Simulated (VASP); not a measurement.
Output of a VASP run:

### OSZICAR
```
       N       E                     dE             d eps       ncg     rms          rms(c)
DAV:   1    -0.254797953950E+02   -0.25480E+02   -0.33660E-05   840   0.182E-02    0.619E-03
DAV:   2    -0.254797934973E+02    0.18977E-05   -0.85624E-06   808   0.101E-02    0.523E-03
DAV:   3    -0.254797932623E+02    0.23497E-06   -0.81881E-07   608   0.336E-03    0.386E-03
DAV:   4    -0.254797931246E+02    0.13771E-06   -0.50539E-07   576   0.257E-03
   1 F= -.25479793E+02 E0= -.25479793E+02  d E =-.504623E-16
```

OUTCAR:
```
------------------------ aborting loop because EDIFF is reached ----------------------------------------
  FORCE on cell =-STRESS in cart. coord.  units (eV):
  Direction    XX          YY          ZZ          XY          YZ          ZX
  --------------------------------------------------------------------------------------
  Total       -1.2385983     -0.5991248     -0.2375130      0.0000000      0.0000000      0.0000000
  in kB       -3.8989442     -1.8859659     -0.7476597      0.0000000      0.0000000      0.0000000
  external PRESSURE =      -2.1775232 kB  Pullay stress =       0.0000000 kB
  volume of cell :      508.97
      direct lattice vectors                 reciprocal lattice vectors
     5.326832998  0.000000000  0.000000000     0.187728806  0.000000000  0.000000000
     0.000000000  3.766639790  0.000000000     0.000000000  0.265488620  0.000000000
     0.000000000  0.000000000 25.367102676     0.000000000  0.000000000  0.039421136
 POSITION                                       TOTAL-FORCE (eV/Angst)
 -----------------------------------------------------------------------------------
      1.33171      0.00000      8.73685        -0.000000     -0.000000      0.003225
      3.99512      0.00000     11.30087         0.000000     -0.000000      0.030752
      1.33171      0.00000     14.06624        -0.000000     -0.000000     -0.030752
      3.99512      0.00000     16.63025         0.000000     -0.000000     -0.003225
      3.99512      1.88332      8.78498         0.000000      0.000000      0.003510
      1.33171      1.88332     11.23054         0.000000     -0.000000     -0.007831
      3.99512      1.88332     14.13656         0.000000     -0.000000      0.007831
      1.33171      1.88332     16.58212         0.000000     -0.000000     -0.003510
 -----------------------------------------------------------------------------------
    total drift:                                0.000000      0.000000      0.000000
  FREE ENERGIE OF THE ION-ELECTRON SYSTEM (eV)
  ---------------------------------------------------
  free  energy   TOTEN  =       -25.4797931246 eV

  energy  without entropy=      -25.4797931246  energy(sigma->0) =      -25.47979312

 total charge

# of ion       s       p       d       tot
------------------------------------------
    1        1.296   0.134   9.667  11.097
    2        1.300   0.142   9.667  11.108
    3        1.300   0.142   9.667  11.108
    4        1.296   0.134   9.667  11.097
    5        1.593   3.465   0.000   5.058
    6        1.595   3.462   0.000   5.058
    7        1.595   3.462   0.000   5.058
    8        1.593   3.465   0.000   5.058
--------------------------------------------------
tot         11.567  14.405  38.667  64.639
```
(Selected blocks of OUTCAR.)

**POSCAR**
```
TlCl(110) slab
1
    5.3268329977     0.0000000000     0.0000000000
    0.0000000000     3.7666397901     0.0000000000
    0.0000000000     0.0000000000    25.3671026756
Tl Cl
4 4
Direct
  0.2500000000   0.0000000000   0.3444164632
  0.7500000000   0.0000000000   0.4454930031
  0.2500000000   0.0000000000   0.5545069969
  0.7500000000   0.0000000000   0.6555835368
  0.7500000000   0.5000000000   0.3463139573
  0.2500000000   0.5000000000   0.4427208164
  0.7500000000   0.5000000000   0.5572791836
  0.2500000000   0.5000000000   0.6536860427
```

**Question.** Write an INCAR and KPOINTS that could have produced this output.

**Answer.** This is not unique; one that fits is the input of the run itself, PBEsol GGA, plane waves, VASP's PBE PAW potentials (set 64).

INCAR:
```
! general
SYSTEM  = TlCl(110) slab
PREC    = Normal
ENCUT   = 400
LREAL   = F
LASPH   = T

! electronic loop
EDIFF   = 1E-6
NELM    = 100
NELMIN  = 4
ALGO    = Normal
LMAXMIX = 4

! smearing
ISMEAR  = 0
SIGMA   = 0.05

! functional
GGA     = PS

! output
LWAVE   = F
LCHARG  = F
LORBIT  = 11
LVHAR   = T

! other
LDIPOL  = T
IDIPOL  = 3
DIPOL   = 0.5 0.5 0.5
```

**KPOINTS**
```
Automatic
0
gamma
 4 5 1
0 0 0
```

POTCAR, in this order: Tl_d Cl (PBE.64 set). Program: vasp_std. Read from the step before: WAVECAR.

The cell is a thin slab with vacuum, built from TlCl (CsCl type): (110) face.
